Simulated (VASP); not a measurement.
A run of VASP 6.6.1:

INCAR

```
  PREC = Accurate
  ENCUT = 520
  EDIFF = 1E-7
  ISMEAR = 0
  SIGMA = 0.02
  LREAL = False
  LASPH = True
  NELM = 100
  ALGO = Normal
  ISIF = 2
  LWAVE = False
  LCHARG = True
  GGA = PS
  LELF = True
  LVHAR = True
  NBANDS = 28
```

File KPOINTS:

```
Automatic mesh
0
Gamma
  4 4 4
```

The input POSCAR:

```
KCaF3
1.0
    4.4817260000      0.0000000000      0.0000000000
    0.0000000000      4.4817260000      0.0000000000
    0.0000000000      0.0000000000      4.4817260000
K Ca F
1 1 3
Direct
    0.5000000000      0.5000000000      0.5000000000
    0.0000000000      0.0000000000      0.0000000000
    0.0000000000      0.5000000000      0.0000000000
    0.0000000000      0.0000000000      0.5000000000
    0.5000000000      0.0000000000      0.0000000000
```

Potentials or basis: VASP PAW PBE potentials, release 64 (K_sv, Ca_sv, F).

The run is started by

```console
$ cat potpaw_PBE.64/K_sv/POTCAR potpaw_PBE.64/Ca_sv/POTCAR potpaw_PBE.64/F/POTCAR > POTCAR
$ mpirun -np 1 vasp_std > vasp.out
```

Hardware: 1 thread of Intel(R) Xeon(R) Platinum 8488C (Sapphire Rapids) (shared host).

Question: Estimate the wall time of this run.

Answer: Run time: 21 s on 1 thread of Intel(R) Xeon(R) Platinum 8488C (Sapphire Rapids), on a shared host, peak memory 0.21 GiB. Counts: scf iterations 15, k points 10.
